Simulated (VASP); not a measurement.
Input of a VASP 6.6.1 run:

File run.py:

```python
from ase.calculators.vasp import Vasp
from ase.dft.bandgap import bandgap
from ase.io import read

atoms = read('POSCAR')
calc = Vasp(
    directory='calc',
    xc='pbesol',
    pp='PBE',
    setups='recommended',
    pp_version='54',
    prec='Accurate',
    encut=520,
    ediff=1e-06,
    ismear=0,
    sigma=0.02,
    lreal=False,
    lasph=True,
    nelm=80,
    algo='Fast',
    isif=2,
    lwave=False,
    lcharg=True,
    lelf=True,
    lvhar=True,
    kpts=[9, 9, 4],
    gamma=True,
    nbands=22,
)
atoms.calc = calc

print('energy (eV):', atoms.get_potential_energy())
print('free energy (eV):', atoms.get_potential_energy(force_consistent=True))
print('forces (eV/A):')
print(atoms.get_forces())
print('stress (eV/A^3, Voigt):', atoms.get_stress())
print('Fermi level (eV):', calc.get_fermi_level())
gap, top, bottom = bandgap(calc)
print('band gap (eV):', gap, 'from (spin, k, band)', top, 'to', bottom)
```

POSCAR

```
Mg2PbN2
1.0
    3.6268635271      0.0000000000      0.0000000000
   -1.8134317635      3.1409559505      0.0000000000
    0.0000000000      0.0000000000      6.5658920000
Pb Mg N
1 2 2
Direct
    0.0000000000      0.0000000000      0.5000000000
    0.3333333333      0.6666666667      0.8612240000
    0.6666666667      0.3333333333      0.1387760000
    0.3333333333      0.6666666667      0.2025450000
    0.6666666667      0.3333333333      0.7974550000
```

Potentials or basis: VASP PAW PBE potentials, release 54 (Pb_d, Mg, N).

Run with:

```sh
$ python run.py
```

Task: Estimate the pressure.

Result: -3.4 GPa.

Task: Predict the band gap on the k mesh.

Result: 0.05 eV, indirect (least direct gap 0.21 eV).

Task: What does it give for the largest force?

Result: 0.053 eV/Å.

Stress tensor (GPa, compression positive):
```
-3.26  0.00  0.00
 0.00 -3.26  0.00
 0.00  0.00 -3.68
```

Caveat: the PAW data sets were made with another functional, which shifts forces and pressure a little; spin-orbit coupling is left out, which as a rule narrows the gap of such compounds by several tenths of an eV; an odd mesh through Γ misses points on the zone boundary, where band edges often lie. A hybrid or GW would open this gap; PBEsol tends to underestimate it.
